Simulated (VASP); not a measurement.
## MgC2: relaxation of cell and atoms with PBEsol

MgC2:

```
Mg C
1.0
     3.95078    0.00000    0.00000
     0.00000    3.95078    0.00000
     0.00000    0.00000    4.98709
Mg C
2 4
Cartesian
  1.9754 1.9754 0.0000
  0.0000 0.0000 2.4935
  3.5069 3.5069 0.0000
  2.4192 1.5315 2.4935
  0.4439 0.4439 0.0000
  1.5315 2.4192 2.4935
```

The cell comes from a database or a generator and needn't be the stable form of this composition.

| Item | Value |
| --- | --- |
| Program | VASP 6.6.1 |
| Task | relaxation of cell and atoms |
| Functional | PBEsol |
| Potentials or basis | VASP PAW PBE potentials, release 64 (Mg, C) |
| Cutoff | 600 eV |
| k mesh | 6 × 6 × 6 |
| Occupations | gaussian, width 0.02 eV |
| Spin | no spin polarisation |
| Further INCAR settings | ALGO = Fast; EDIFF = 1e-07; IBRION = 2; EDIFFG = -0.005; NSW = 90; ISIF = 3 |

The relaxed volume is 12.55 Å³/atom. The relaxed cell is a = 3.920 Å, b = 3.920 Å, c = 4.899 Å, α = 90.00°, β = 90.00°, γ = 90.00°, the space group after relaxing (to 0.05 Å) is P4_2/mnm (No. 136) and the energy gained by relaxing is 3.3 meV/atom. The ionic steps are 9 and the pressure after relaxing is 0.0 GPa. The band gap on the k mesh is 2.31 eV, indirect (least direct gap 2.72 eV).

Step by step:
| step | energy change (eV) | largest force (eV/Å) | pressure (GPa) | volume (Å³) |
| --- | --- | --- | --- | --- |
| 1 | 0.0000 | 0.1019 | -2.32 | 77.84 |
| 2 | -0.0183 | 0.0176 | -0.24 | 75.75 |
| 3 | -0.0186 | 0.0055 | 0.03 | 75.50 |
| 4 | -0.0192 | 0.1626 | -0.24 | 75.44 |
| 5 | -0.0192 | 0.1691 | -0.26 | 75.44 |
| 6 | -0.0194 | 0.1474 | -0.22 | 75.42 |
| 7 | -0.0199 | 0.0828 | -0.12 | 75.36 |
| 8 | -0.0200 | 0.0479 | 0.09 | 75.25 |
| 9 | -0.0201 | 0.0018 | 0.00 | 75.30 |

Final structure:
```
CELL_PARAMETERS angstrom
3.92044 0.00000 0.00000
0.00000 3.92044 0.00000
0.00000 0.00000 4.89893
ATOMIC_POSITIONS crystal
Mg 0.50000 0.50000 0.00000
Mg 0.00000 0.00000 0.50000
C 0.88688 0.88688 0.00000
C 0.61312 0.38688 0.50000
C 0.11312 0.11312 0.00000
C 0.38688 0.61312 0.50000
```

Levels at points of the mesh, in eV from the valence-band top:
```tsv
k point	band 6	band 7	band 8	band 9	band 10	band 11	band 12	band 13	band 14
(0.00, 0.00, 0.00)	-3.08	-1.38	-0.51	-0.41	-0.41	2.31	5.17	5.46	5.46
(0.50, 0.00, 0.00)	-2.23	-1.76	-1.76	-0.32	-0.32	5.26	5.26	5.38	5.38
(0.50, 0.50, 0.00)	-1.84	-1.81	-1.81	-1.03	-1.03	3.72	3.72	6.70	6.70
(0.00, 0.00, 0.50)	-2.87	-0.84	-0.84	-0.34	-0.34	3.44	3.44	5.64	5.64
(0.50, 0.00, 0.50)	-1.61	-1.39	-1.39	-0.76	-0.76	3.91	3.91	6.41	6.41
(0.50, 0.50, 0.50)	-2.87	-2.78	-2.78	0.00	0.00	5.16	5.16	7.85	7.85
```

It took 3.3 min on 1 thread of Intel(R) Xeon(R) Platinum 8259CL CPU @ 2.50GHz (Skylake/Cascade Lake), with other jobs on the host, peak memory 0.23 GiB.

Caveat: the standard files for N, O and F lose accuracy on very short bonds; the PAW data sets were made with another functional, which shifts forces and pressure a little. A k mesh can miss the band edges.
